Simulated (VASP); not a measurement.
A run of VASP 6.6.1:

File INCAR:

```
PREC = Accurate
ENCUT = 520
EDIFF = 1E-7
ISMEAR = 0
SIGMA = 0.05
LREAL = False
LASPH = True
NELM = 150
ALGO = Normal
ISIF = 2
LWAVE = False
LCHARG = True
ISPIN = 2
MAGMOM = 5 -5 0 0 0 0
LORBIT = 11
LMAXMIX = 4
LDAU = True
LDAUTYPE = 2
LDAUL = 2 -1
LDAUU = 8 0
LDAUJ = 0 0
LDAUPRINT = 1
GGA = CA
LELF = True
LVHAR = True
NBANDS = 40
```

KPOINTS

```
regular mesh
0
Gamma
  6 6 2
```

File POSCAR:

```
MnBr2
1.0
    3.8200014300      0.0000000000      0.0000000000
   -1.9100007100      3.3082182800      0.0000000000
    0.0000000000      0.0000000000     12.3800004800
Mn Br
2 4
Direct
    0.0000000000      0.0000000000      0.0000000000
    0.0000000000      0.0000000000      0.5000000000
    0.3333333333      0.6666666667      0.1250000000
    0.6666666667      0.3333333333      0.3750000000
    0.3333333333      0.6666666667      0.6250000000
    0.6666666667      0.3333333333      0.8750000000
```

Potentials or basis: VASP PAW LDA potentials, release 64 (Mn_pv, Br).

The run is started by

```sh
$ cat potpaw_LDA.64/Mn_pv/POTCAR potpaw_LDA.64/Br/POTCAR > POTCAR
$ mpirun -np 1 vasp_std > vasp.out
```

Hardware: 1 thread of AMD EPYC 9R45 96-Core Processor (Zen 5), with other jobs on the host.

Task: How long does it take, and how much memory?

Result: Run time: 99 s on 1 thread of AMD EPYC 9R45 96-Core Processor (Zen 5) (shared host), peak memory 0.27 GiB. Counts: scf iterations 16, k points 14.
